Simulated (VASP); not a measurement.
An input for Quantum ESPRESSO's pw.x (written as the equivalent of a VASP run, and not itself run):

```
&CONTROL
  calculation = 'scf'
  pseudo_dir = './pseudo'
  outdir = './out'
  tprnfor = .true.
  tstress = .true.
/
&SYSTEM
  ibrav = 0
  nat = 8
  ntyp = 4
  ecutwfc = 92
  occupations = 'smearing'
  smearing = 'fermi-dirac'
  degauss = 0.003675
  input_dft = 'pbe'
/
&ELECTRONS
  conv_thr = 7.3e-08
  electron_maxstep = 100
/
ATOMIC_SPECIES
  Zn 65.380 Zn.upf
  Cu 63.546 Cu.upf
  Sn 118.710 Sn.upf
  S 32.060 S.upf
CELL_PARAMETERS angstrom
    -2.6385980    2.6385980    5.2780940
     2.6385980   -2.6385980    5.2780940
     2.6385980    2.6385980   -5.2780940
ATOMIC_POSITIONS crystal
  Zn   0.7500000  0.2500000  0.5000000
  Cu   0.0000000  0.0000000  0.0000000
  Cu   0.2500000  0.7500000  0.5000000
  Sn   0.5000000  0.5000000  0.0000000
  S    0.3643200  0.3712400  0.4775800
  S    0.6287600  0.1063400  0.9930800
  S    0.8936600  0.8867400  0.5224200
  S    0.1132600  0.6356800  0.0069200
K_POINTS automatic
  5 5 5 0 0 0
```

Problem. Translate this input to VASP (INCAR, KPOINTS, POSCAR, choice of POTCAR).

Solution. Several could match; the one computed here: 
KPOINTS:
```
Automatic mesh
0
Gamma
5 5 5
0 0 0
```

INCAR:
```
SYSTEM = ZnCu2SnS4
PREC = Accurate
ENCUT = 300
EDIFF = 1E-6
NELM = 100
ALGO = Normal
LREAL = .FALSE.
LASPH = .TRUE.
ISMEAR = -1
SIGMA = 0.05
GGA = PE
LMAXMIX = 4
LWAVE = .FALSE.
LCHARG = .FALSE.
ISIF = 2
```

### POSCAR
```
ZnCu2SnS4
1
   -2.6385980000     2.6385980000     5.2780940000
    2.6385980000    -2.6385980000     5.2780940000
    2.6385980000     2.6385980000    -5.2780940000
Zn Cu Sn S
1 2 1 4
Direct
  0.7500000000   0.2500000000   0.5000000000
  0.0000000000   0.0000000000   0.0000000000
  0.2500000000   0.7500000000   0.5000000000
  0.5000000000   0.5000000000   0.0000000000
  0.3643200000   0.3712400000   0.4775800000
  0.6287600000   0.1063400000   0.9930800000
  0.8936600000   0.8867400000   0.5224200000
  0.1132600000   0.6356800000   0.0069200000
```

POTCAR, in this order: Zn Cu Sn_d S (PBE.64 set). Program: vasp_std.

What does not carry over: the potentials are each code's own (VASP's PAW set, PseudoDojo norm-conserving files in pw.x), so ENCUT and ecutwfc are chosen apart and not converted; conv_thr bounds pw.x's estimated SCF error, while EDIFF bounds the energy change between steps.

The structure comes from a computed database's ZnCu2SnS4 entry, a phase known from measurement. The cell was not relaxed at this level.
